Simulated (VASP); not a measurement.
Given:

```
PtS2
1.0
    1.79980    -3.11734     0.00000
    1.79980     3.11734     0.00000
    0.00000     0.00000     5.05268
Pt S
1 2
Direct
  0.00000   0.00000   0.00000
  0.33333   0.66667   0.24409
  0.66667   0.33333   0.75591
```

The numbers are results of optB88-vdW, VASP's PBE PAW potentials (set 64) (plane waves; VASP), not measurements. Run with 520 eV cut-off, 6×6×4 Γ-centred mesh, Gaussian smearing of 0.050 eV, potentials Pt S.

**Question.** Predict the energy per atom (σ→0).

**Answer.** 
```json
{
 "energy per atom (σ→0)": "-3.254 eV/atom"
}
```

Total energies compare only between runs with the same potentials, cut-off and functional.

The compound is PtS2 in the 1T layered structure. It was relaxed first. The start is the result of an earlier pass.
